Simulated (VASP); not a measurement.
VASP ran on this input.

**INCAR**
```
SYSTEM = WC
PREC = Accurate; ENCUT = 520; LREAL = .False.
LASPH = .True.
EDIFF = 1E-6; NELM = 100; ALGO = Normal
LMAXMIX = 6
ISMEAR = 1; SIGMA = 0.1
GGA = PE
ISIF = 2
LWAVE = .False.; LCHARG = .False.
```

**KPOINTS**
```
Automatic mesh
0
Gamma
13 13 12
0 0 0
```

File POSCAR:
```
WC
2.92690
  0.4963025727  -0.8681495781   0.0000000000
  0.4963025727   0.8681495781   0.0000000000
  0.0000000000   0.0000000000   0.9459469063
W C
1 1
Cartesian
  0.0000000000   0.0000000000   0.0000000000
  0.5216576785   0.2893837715   0.4729734531
```

POTCAR, in this order: W_sv C (PBE.64 set). Program: vasp_std.

Question: Translate this PBE calculation to Quantum ESPRESSO's pw.x.

Answer: One equivalent input (not run):
```
&CONTROL
  calculation = 'scf'
  pseudo_dir = './pseudo'
  outdir = './out'
  tprnfor = .true.
  tstress = .true.
/
&SYSTEM
  ibrav = 0
  nat = 2
  ntyp = 2
  ecutwfc = 82
  occupations = 'smearing'
  smearing = 'methfessel-paxton'
  degauss = 0.00735
  input_dft = 'pbe'
/
&ELECTRONS
  conv_thr = 7.3e-08
  electron_maxstep = 100
/
ATOMIC_SPECIES
  W 183.840 W.upf
  C 12.011 C.upf
CELL_PARAMETERS angstrom
     1.4526280   -2.5409870    0.0000000
     1.4526280    2.5409870    0.0000000
     0.0000000    0.0000000    2.7686920
ATOMIC_POSITIONS crystal
  W    0.0000000  0.0000000  0.0000000
  C    0.3588770  0.6922110  0.5000000
K_POINTS automatic
  13 13 12 0 0 0
```
The two are equivalent in intent, not identical: the potentials are each code's own (VASP's PAW set, PseudoDojo norm-conserving files in pw.x), so ENCUT and ecutwfc are chosen apart and not converted; conv_thr bounds pw.x's estimated SCF error, while EDIFF bounds the energy change between steps.

The compound is WC in the wc structure. The cell was not relaxed at this level, atoms are displaced from their ideal sites.
